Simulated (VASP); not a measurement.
```xyz
4
Lattice="3.7700 0.0000 0.0000 0.0000 3.7700 0.0000 0.0000 0.0000 3.7700" Properties=species:S:1:pos:R:3 pbc="T T T"
Cu     0.0000     0.0000     1.8850
Cu     1.8850     0.0000     0.0000
Cu     0.0000     1.8850     0.0000
N      0.0000     0.0000     0.0000
```

These are PBEsol GGA, VASP's PBE PAW potentials (set 64) (plane waves; VASP) values and carry that method's errors. Run with 520 eV cut-off, 5×5×5 Γ-centred mesh, Gaussian smearing of 0.050 eV, potentials Cu N.

**Question.** Estimate the energy per atom (σ→0).

**Answer.** 
The energy per atom (σ→0) is -5.114 eV/atom.

The structure comes from a computed database's Cu3N entry (Pm-3m); how it stands against other phases isn't given here. It was relaxed first. The start is the result of an earlier pass.
